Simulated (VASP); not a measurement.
```
CELL_PARAMETERS angstrom
      0.00000     2.82000     2.82000
      2.82000     0.00000     2.82000
      2.82000     2.82000     0.00000
ATOMIC_POSITIONS crystal
  Na 0.00000 0.00000 0.00000
  Cl 0.50000 0.50000 0.50000
```

Level of theory: G0W0 on PBE orbitals, VASP's PBE PAW potentials (set 64) (plane waves; VASP 6.6.1). Run with PREC = Normal, 500 eV cut-off, 4×4×4 Γ-centred mesh, Gaussian smearing of 0.010 eV, potentials Na_sv_GW Cl_GW.

The mesh is coarse and the basis finite, so the quasiparticle values are not converged.

NBANDS = 64, ENCUTGW = 150 eV, NOMEGA = 64. The PBE levels (eV) that the step starts from are:

```json
[
 {"state": "k1 (0.00, 0.00, 0.00), band 5", "KS energy": "-13.59", "filling": "2"},
 {"state": "k1 (0.00, 0.00, 0.00), band 6", "KS energy": "-0.93", "filling": "2"},
 {"state": "k1 (0.00, 0.00, 0.00), band 7", "KS energy": "-0.93", "filling": "2"},
 {"state": "k1 (0.00, 0.00, 0.00), band 8", "KS energy": "-0.93", "filling": "2"},
 {"state": "k1 (0.00, 0.00, 0.00), band 9", "KS energy": "4.18", "filling": "0"},
 {"state": "k1 (0.00, 0.00, 0.00), band 10", "KS energy": "10.10", "filling": "0"},
 {"state": "k1 (0.00, 0.00, 0.00), band 11", "KS energy": "10.10", "filling": "0"},
 {"state": "k1 (0.00, 0.00, 0.00), band 12", "KS energy": "10.10", "filling": "0"},
 {"state": "k2 (0.25, 0.00, 0.00), band 5", "KS energy": "-13.43", "filling": "2"},
 {"state": "k2 (0.25, 0.00, 0.00), band 6", "KS energy": "-2.03", "filling": "2"},
 {"state": "k2 (0.25, 0.00, 0.00), band 7", "KS energy": "-1.07", "filling": "2"},
 {"state": "k2 (0.25, 0.00, 0.00), band 8", "KS energy": "-1.07", "filling": "2"},
 {"state": "k2 (0.25, 0.00, 0.00), band 9", "KS energy": "5.65", "filling": "0"},
 {"state": "k2 (0.25, 0.00, 0.00), band 10", "KS energy": "9.04", "filling": "0"},
 {"state": "k2 (0.25, 0.00, 0.00), band 11", "KS energy": "10.38", "filling": "0"},
 {"state": "k2 (0.25, 0.00, 0.00), band 12", "KS energy": "10.38", "filling": "0"},
 {"state": "k5 (0.50, 0.25, 0.00), band 5", "KS energy": "-13.23", "filling": "2"},
 {"state": "k5 (0.50, 0.25, 0.00), band 6", "KS energy": "-2.50", "filling": "2"},
 {"state": "k5 (0.50, 0.25, 0.00), band 7", "KS energy": "-1.70", "filling": "2"},
 {"state": "k5 (0.50, 0.25, 0.00), band 8", "KS energy": "-1.37", "filling": "2"},
 {"state": "k5 (0.50, 0.25, 0.00), band 9", "KS energy": "7.22", "filling": "0"},
 {"state": "k5 (0.50, 0.25, 0.00), band 10", "KS energy": "8.31", "filling": "0"},
 {"state": "k5 (0.50, 0.25, 0.00), band 11", "KS energy": "9.19", "filling": "0"},
 {"state": "k5 (0.50, 0.25, 0.00), band 12", "KS energy": "11.20", "filling": "0"}
]
```

Give the quasiparticle energies and renormalisation factors Z.

```
state                           QP energy (eV)     Z
------------------------------  --------------  ----
k1 (0.00, 0.00, 0.00), band 5           -14.86  0.71
k1 (0.00, 0.00, 0.00), band 6            -2.63  0.79
k1 (0.00, 0.00, 0.00), band 7            -2.63  0.79
k1 (0.00, 0.00, 0.00), band 8            -2.63  0.79
k1 (0.00, 0.00, 0.00), band 9             5.21  0.85
k1 (0.00, 0.00, 0.00), band 10           11.50  0.84
k1 (0.00, 0.00, 0.00), band 11           11.50  0.84
k1 (0.00, 0.00, 0.00), band 12           11.50  0.84
k2 (0.25, 0.00, 0.00), band 5           -14.67  0.71
k2 (0.25, 0.00, 0.00), band 6            -3.90  0.79
k2 (0.25, 0.00, 0.00), band 7            -2.79  0.79
k2 (0.25, 0.00, 0.00), band 8            -2.79  0.79
k2 (0.25, 0.00, 0.00), band 9             6.76  0.84
k2 (0.25, 0.00, 0.00), band 10           10.29  0.83
k2 (0.25, 0.00, 0.00), band 11           11.88  0.83
k2 (0.25, 0.00, 0.00), band 12           11.88  0.83
k5 (0.50, 0.25, 0.00), band 5           -14.45  0.71
k5 (0.50, 0.25, 0.00), band 6            -4.47  0.79
k5 (0.50, 0.25, 0.00), band 7            -3.54  0.79
k5 (0.50, 0.25, 0.00), band 8            -3.15  0.79
k5 (0.50, 0.25, 0.00), band 9             8.43  0.84
k5 (0.50, 0.25, 0.00), band 10            9.72  0.84
k5 (0.50, 0.25, 0.00), band 11           10.46  0.83
k5 (0.50, 0.25, 0.00), band 12           12.82  0.83
```
On the mesh the gap opens from 5.11 to 7.84 eV.

The compound is NaCl in the rock salt structure. The cell was not relaxed at this level. The k-mesh is coarse (spacing up to 0.48 per Å, 2π included), so the numbers may not be converged in it.
